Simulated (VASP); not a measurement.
```
CELL_PARAMETERS angstrom
     -2.05334     2.05334     3.99605
      2.05334    -2.05334     3.99605
      2.05334     2.05334    -3.99605
ATOMIC_POSITIONS crystal
  Sn 0.00000 0.00000 0.00000
  F  0.76261 0.76261 0.00000
  F  0.23739 0.23739 0.00000
  F  0.50000 0.00000 0.50000
  F  0.00000 0.50000 0.50000
```

Level of theory: PBEsol GGA, VASP's PBE PAW potentials (set 64) (plane waves; VASP). Run with 520 eV cut-off, 9×9×9 Γ-centred mesh, tetrahedra with Blöchl corrections, potentials Sn_d F.

The cores are frozen, which limits the accuracy of field gradients. Without a dispersion term in the relaxation, distances and binding between the weakly bound layers, chains or molecules are unreliable, and so is what depends on them.

Task: Give the principal components of the electric field gradient (V/Å²) and the asymmetry η at each nucleus.

Result: 
| atom | Vxx | Vyy | Vzz | η |
|---|---|---|---|---|
| Sn1 | 124.2 | 124.2 | -248.4 | 0.00 |
| F2 | -91.9 | -91.9 | 183.7 | 0.00 |
| F3 | -91.9 | -91.9 | 183.7 | 0.00 |
| F4 | -100.4 | -82.9 | 183.3 | 0.10 |
| F5 | -100.4 | -82.9 | 183.3 | 0.10 |

The structure comes from a computed database's SnF4 entry (I4/mmm); how it stands against other phases isn't given here. It was relaxed first.
